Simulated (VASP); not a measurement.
A run of VASP 6.6.1 is set up as follows.

The input INCAR:

```
SYSTEM = W
PREC = Accurate ; ENCUT = 520
EDIFF = 1E-7 ; ISMEAR = 0
SIGMA = 0.1 ; LREAL = .FALSE.
LASPH = .TRUE. ; NELM = 60
ALGO = Normal ; ISIF = 2
LWAVE = .FALSE. ; LCHARG = .FALSE.
METAGGA = R2SCAN ; LMIXTAU = .TRUE.
```

Contents of KPOINTS:

```
regular mesh
0
G
  18 18 18
  0 0 0
```

Contents of POSCAR:

```
W                                       
1.0
   -1.5371806479      1.5371806479      1.5371806479
    1.5371806479     -1.5371806479      1.5371806479
    1.5371806479      1.5371806479     -1.5371806479
  W             
     1
Direct
     0.0000000000000000    0.0000000000000000    0.0000000000000000
```

Potentials or basis: VASP PAW PBE potentials, release 64 (W_sv).

Launch:

```console
$ cat potpaw_PBE.64/W_sv/POTCAR > POTCAR
$ mpirun -np 1 vasp_std > vasp.out
```

(1) Predict the band gap on the k mesh.

(2) Estimate the pressure.

## Answers

(1) none (metal or under the smearing width).

(2) 37.0 GPa.

Caveat: a pressure of tens of GPa on the cell as given is suspect, and the run, the potentials or the cell itself is likely at fault; the PAW data sets were made with another functional, which shifts forces and pressure a little.
